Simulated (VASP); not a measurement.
NaI: band gap against strain

NaI (rock salt, Fm-3m, 32.707 Å³/atom and stress up to 0.07 GPa in the relaxed cell, cube axes along x, y and z) under an equal strain ε along all three axes. PBEsol in VASP (plane waves, PAW), 480 eV, 8×8×8 Γ-centred mesh, Gaussian smearing 0.05 eV; ions are relaxed, or left where forces stay under 0.02 eV/Å, within the symmetry of each cell. Gaps are the smallest on the run's k-mesh, which can miss an edge that lies off it, without spin-orbit coupling; in all rows the valence edge lies at Γ and the conduction edge at Γ.

Here s stands for strain and Eg for gap.

| strain (%) | gap (eV) |
|---|---|
| -3.00 | ? |
| -1.50 | 3.726 |
| -1.00 | 3.682 |
| -0.50 | 3.640 |
| 0.00 | 3.599 |
| 0.50 | 3.559 |
| 1.00 | 3.521 |
| 1.50 | 3.484 |

Task: Using a straight line, estimate the missing Eg at s = -3.00 from the other rows, showing the fit.

Result: Means: s 0, Eg 3.6016. About the means, the sum of products is -0.56450 and the sum of squares of s is 7.0000; the slope is their ratio. Least squares gives Eg = 3.6016 - 0.08064·s. Residuals (row less fit): 0.0034, -0.0002, -0.0019, -0.0026, -0.0023, 0.0000, 0.0034; standard error 0.0028 (degrees of freedom: 5). Over these rows the gap moves by -8.1 ± 0.1 eV per unit strain, or -2.7 eV per unit of ln V. At the withheld row, Eg = 3.6016 - 0.08064 × (-3.0) = 3.8435 eV. The calculation gives 3.868 eV, 0.0245 eV above the prediction (6.4 % of the range of Eg in the table). The row lies outside the fitted rows, so this is an extrapolation. From the scatter of the fitted rows alone, a prediction at this place has a standard error of 0.0043 eV, so the miss is 5.7 times that.

A polynomial of degree 2 through the 12 other runs of the series gives 3.866 there, so most of the miss is curvature that the fit leaves out. Other structures, which can take over under pressure, weren't tried. Spin-orbit coupling is left out, which can shift this property for NaI. Rows are the converged runs of the series near zero and its far end, less any whose ions stayed unrelaxed beside relaxed ones; series whose fitted rows scatter by over a few per cent of the range, as at a crossing or softening among them, aren't shown in this form. Most that stay on the fit to the last digits aren't either.
